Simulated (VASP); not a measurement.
Given:

```
SnS2
1.0
    1.83446    -3.17739     0.00000
    1.83446     3.17739     0.00000
    0.00000     0.00000     5.80375
Sn S
1 2
Direct
  0.00000   0.00000   0.00000
  0.33333   0.66667   0.25436
  0.66667   0.33333   0.74564
```

Level of theory: PBE GGA with D3 dispersion (Becke-Johnson damping), VASP's PBE PAW potentials (set 64) (plane waves; VASP). Settings: 520 eV cut-off, Gaussian smearing of 0.050 eV, potentials Sn_d S.

Unless said otherwise, spin-orbit coupling is left out, though it shifts the bands of the heavy elements here.

Question: Give the energies of bands 8 to 16 at the high-symmetry points, in eV from the valence-band maximum.

Answer: 
```
band      Γ      M      K      A      L      H
----  -----  -----  -----  -----  -----  -----
8     -5.79  -6.90  -7.23  -4.63  -7.08  -7.13
9     -0.74  -4.36  -3.57  -2.04  -4.89  -4.16
10    -0.74  -2.87  -3.57  -0.85  -2.44  -4.16
11    -0.51  -2.64  -3.22  -0.85  -1.85  -3.66
12    -0.51  -1.19  -1.57  -0.34  -0.84  -0.38
13    -0.01  -0.38  -1.57  -0.34  -0.79  -0.38
14     1.73   1.62   1.81   2.96   1.38   2.92
15     3.51   4.35   6.87   3.58   4.58   5.22
16     5.31   5.80   6.87   5.00   5.43   5.22
```

The gap is indirect, 1.29 eV, from the valence maximum at K-Γ at 0.89 to the conduction minimum at L-M at 0.33.

Measured: gap 2.18 eV (computed value off by -0.89 eV), as given by Joseph M. Gonzalez et al., Physical Review B (2016), arXiv:1609.04381.

The compound is SnS2 in the 1T layered structure. It was relaxed first.
